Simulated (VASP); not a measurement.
These are PBEsol GGA, VASP's PBE PAW potentials (set 64) (plane waves; VASP 6.6.1) values and carry that method's errors.

A VASP calculation is set up with these files.

**INCAR**
```
SYSTEM = K4BrCl3
PREC = Accurate; ENCUT = 400; LREAL = .FALSE.
LASPH = .TRUE.; ICHARG = 11
EDIFF = 1E-7; NELM = 100; ALGO = Normal
LMAXMIX = 4
ISMEAR = 0; SIGMA = 0.05
GGA = PS
LWAVE = .FALSE.; LCHARG = .FALSE.; LORBIT = 11
```

File POSCAR:
```
K4BrCl3
1
    6.3439612429    -0.0000000000     0.0000000000
    0.0000000000     6.3439612429     0.0000000000
    0.0000000000     0.0000000000     6.3439612429
K Cl Br
4 3 1
Direct
  0.0000000000   0.0000000000   0.0000000000
  0.5000000000   0.5000000000   0.0000000000
  0.5000000000   0.0000000000   0.5000000000
  0.0000000000   0.5000000000   0.5000000000
  0.5000000000   0.5000000000   0.5000000000
  0.0000000000   0.0000000000   0.5000000000
  0.0000000000   0.5000000000   0.0000000000
  0.5000000000   0.0000000000   0.0000000000
```

**KPOINTS**
```
k-points along high-symmetry lines
15
Line-mode
Reciprocal
  0.000000   0.000000   0.000000 ! GAMMA
  0.000000   0.500000   0.000000 ! X

  0.000000   0.500000   0.000000 ! X
  0.500000   0.500000   0.000000 ! M

  0.500000   0.500000   0.000000 ! M
  0.000000   0.000000   0.000000 ! GAMMA

  0.000000   0.000000   0.000000 ! GAMMA
  0.500000   0.500000   0.500000 ! R

  0.500000   0.500000   0.500000 ! R
  0.000000   0.500000   0.000000 ! X

  0.500000   0.500000   0.500000 ! R
  0.500000   0.500000   0.000000 ! M
```

POTCAR, in this order: K_sv Cl Br (PBE.64 set). Program: vasp_std. Read from the step before: CHGCAR.

Output of the run:

**OUTCAR**
```
 ion  position               nearest neighbor table
   1  0.000  0.000  0.000-   6 3.17   7 3.17   8 3.17   6 3.17   7 3.17   8 3.17
   2  0.500  0.500  0.000-   5 3.17   7 3.17   8 3.17   5 3.17   8 3.17   7 3.17
   3  0.500  0.000  0.500-   5 3.17   6 3.17   8 3.17   8 3.17   5 3.17   6 3.17
   4  0.000  0.500  0.500-   5 3.17   6 3.17   7 3.17   7 3.17   6 3.17   5 3.17
   5  0.500  0.500  0.500-   2 3.17   3 3.17   4 3.17   2 3.17   3 3.17   4 3.17
   6  0.000  0.000  0.500-   1 3.17   3 3.17   4 3.17   1 3.17   4 3.17   3 3.17
   7  0.000  0.500  0.000-   1 3.17   2 3.17   4 3.17   4 3.17   1 3.17   2 3.17
   8  0.500  0.000  0.000-   1 3.17   2 3.17   3 3.17   3 3.17   2 3.17   1 3.17
  LATTYP: Found a simple cubic cell.
 ALAT       =     6.3439612429
 Subroutine PRICEL returns:
 Original cell was already a primitive cell.
 Subroutine GETGRP returns: Found 48 space group operations
The static configuration has the point symmetry D_4h.
 The point group associated with its full space group is O_h .
The dynamic configuration has the point symmetry D_4h.
 Subroutine INISYM returns: Found 48 space group operations
   k-points           NKPTS =     90   k-points in BZ     NKDIM =     90   number of bands    NBANDS=     38
   number of dos      NEDOS =    301   number of ions     NIONS =      8
   total plane-waves  NPLWV =  74088
   dimension x,y,z NGX =    42 NGY =   42 NGZ =   42
   dimension x,y,z NGXF=    84 NGYF=   84 NGZF=   84
   ions per type =               4   3   1
   PREC   = accura    normal or accurate (medium, high low for compatibility)
   ISTART =      0    job   : 0-new  1-cont  2-samecut
   ICHARG =     11    charge: 1-file 2-atom 10-const
   ISPIN  =      1    spin polarized calculation?
   LNONCOLLINEAR =      F non collinear calculations
   LSORBIT =      F    spin-orbit coupling
   INIWAV =      1    electr: 0-lowe 1-rand  2-diag
   ENCUT  =  400.0 eV  29.40 Ry    5.42 a.u.  10.35 10.35 10.35*2*pi/ulx,y,z
   NELM   =    100;   NELMIN=  2; NELMDL= -5     # of ELM steps
   EDIFF  = 0.1E-06   stopping-criterion for ELM
   LREAL  =      F    real-space projection
   NLSPLINE    = F    spline interpolate recip. space projectors
   LMAXMIX     =    4 max onsite mixed and CHGCAR
   VOSKOWN=      0    Vosko Wilk Nusair interpolation
   EDIFFG = 0.1E-05   stopping-criterion for IOM
   NSW    =      0    number of steps for IOM
...
```

File OSZICAR:
```
       N       E                     dE             d eps       ncg     rms          rms(c)
DAV:   1     0.448656625539E+03    0.44866E+03   -0.25479E+04  6864   0.122E+03
DAV:   2     0.108525002929E+02   -0.43780E+03   -0.42720E+03  8932   0.336E+02
DAV:   3    -0.261316308223E+02   -0.36984E+02   -0.36883E+02  9368   0.870E+01
DAV:   4    -0.273089537919E+02   -0.11773E+01   -0.11750E+01  9612   0.163E+01
DAV:   5    -0.273896488205E+02   -0.80695E-01   -0.80683E-01 10850   0.287E+00
DAV:   6    -0.273904672379E+02   -0.81842E-03   -0.81838E-03  9888   0.376E-01
DAV:   7    -0.273904985443E+02   -0.31306E-04   -0.31306E-04  9650   0.629E-02
DAV:   8    -0.273904999653E+02   -0.14209E-05   -0.14210E-05 10264   0.120E-02
DAV:   9    -0.273905000164E+02   -0.51150E-07   -0.51121E-07  6594   0.212E-03
   1 F= -.27390500E+02 E0= -.27390500E+02  d E =-.324931E-19
```

### OUTCAR
```
 val. band max:       -1.8018882596   @ k =   0.0000   0.0000   0.0000

 cond. band min:       3.0278975468   @ k =   0.0000   0.0000   0.0000



 k-point     1 :       0.0000    0.0000    0.0000
  band No.  band energies     occupation
      1     -29.0021      2.00000
      2     -28.9894      2.00000
      3     -28.9894      2.00000
      4     -28.9879      2.00000
      5     -14.0163      2.00000
      6     -13.9074      2.00000
      7     -13.8670      2.00000
      8     -13.8670      2.00000
      9     -12.6783      2.00000
     10     -12.6783      2.00000
     11     -12.6783      2.00000
     12     -12.5972      2.00000
     13     -12.5972      2.00000
     14     -12.5972      2.00000
     15     -12.5787      2.00000
     16     -12.5787      2.00000
     17     -12.5787      2.00000
     18     -12.5311      2.00000
     19     -12.5311      2.00000
     20     -12.5311      2.00000
     21      -2.5609      2.00000
     22      -2.5609      2.00000
     23      -2.5609      2.00000
     24      -2.1239      2.00000
     25      -2.1239      2.00000
     26      -2.1239      2.00000
     27      -2.0601      2.00000
     28      -2.0601      2.00000
     29      -2.0601      2.00000
     30      -1.8019      2.00000
     31      -1.8019      2.00000
     32      -1.8019      2.00000
     33       3.0279      0.00000
     34       4.3666      0.00000
     35       4.3666      0.00000
     36       4.3666      0.00000
     37       6.1047      0.00000
     38       6.1972      0.00000

 k-point     2 :       0.0000    0.0357    0.0000
  band No.  band energies     occupation
      1     -29.0021      2.00000
      2     -28.9895      2.00000
      3     -28.9894      2.00000
      4     -28.9879      2.00000
      5     -14.0174      2.00000
      6     -13.9089      2.00000
      7     -13.8685      2.00000
      8     -13.8682      2.00000
      9     -12.6781      2.00000
     10     -12.6781      2.00000
     11     -12.6756      2.00000
...
```

The density is held fixed in this step, so its total energy and stress have no physical meaning.

The structure was generated: K4BrCl3 was put into an ordered model structure (Pm-3m), which need not be its known phase. It was relaxed first.
